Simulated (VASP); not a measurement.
```
CELL_PARAMETERS angstrom
      4.23304     0.00000     0.00000
      0.00000     4.23304     0.00000
      0.00000     0.00000     2.69333
ATOMIC_POSITIONS crystal
  Si 0.00000 0.00000 0.00000
  Si 0.50000 0.50000 0.50000
  O  0.30681 0.30681 0.00000
  O  0.80681 0.19319 0.50000
  O  0.19319 0.80681 0.50000
  O  0.69319 0.69319 0.00000
```

Level of theory: PBE GGA, VASP's PBE PAW potentials (set 64) (plane waves; VASP). Settings: 520 eV cut-off, 4×4×6 Γ-centred mesh, Gaussian smearing of 0.050 eV, potentials Si O.

### Question
What does the run give for the energy per atom (σ→0), band gap (on the k-mesh) with the smallest direct gap where there is one?

### Answer

```yaml
band gap (on the k-mesh): 5.02 eV
smallest direct gap (on the k-mesh): 5.02 eV
energy per atom (σ→0): -7.719 eV/atom
```

The compound is SiO2 in the rutile structure, stishovite, a high-pressure form. It was relaxed first.
